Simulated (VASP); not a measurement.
The system is WSe2.

```
W Se
1.0
     3.28134    0.00000    0.00000
    -1.64067    2.84173    0.00000
     0.00000    0.00000   12.79166
W Se
2 4
Direct
  0.33333 0.66667 0.25000
  0.66667 0.33333 0.75000
  0.33333 0.66667 0.61819
  0.66667 0.33333 0.11819
  0.33333 0.66667 0.88181
  0.66667 0.33333 0.38181
```

Base run:

| Item | Value |
| --- | --- |
| Program | VASP 6.6.1 |
| Functional | PBE |
| Potentials or basis | VASP PAW PBE potentials, release 64 (W_sv, Se) |
| Cutoff | 520 eV |
| k mesh | 9 × 9 × 2 |
| Occupations | gaussian, width 0.03 eV |
| Spin | no spin polarisation |

Its results: band gap on the k mesh 0.99 eV, indirect (least direct gap 1.56 eV).

Q: After a change of settings the same cell gave: band gap on the k mesh 0.89 eV, indirect (least direct gap 1.56 eV). Which change was it?
A. k mesh from 9 × 9 × 2 to 12 × 12 × 3; further incar settings from ALGO = Normal; EDIFF = 1e-06; NBANDS = 74 to ALGO = Normal; EDIFF = 1e-08
B. functional from PBE to r2SCAN; further incar settings from ALGO = Normal; EDIFF = 1e-06; NBANDS = 74 to ALGO = Normal; EDIFF = 1e-06; NBANDS = 35
C. functional from PBE to TB-mBJ; further incar settings from ALGO = Normal; EDIFF = 1e-06; NBANDS = 74 to ALGO = Normal; EDIFF = 1e-06; NBANDS = 35

A: A.

Caveats: spin-orbit coupling is left out, which moves the levels of the heavy elements; an odd mesh through Γ misses points on the zone boundary, where band edges often lie.
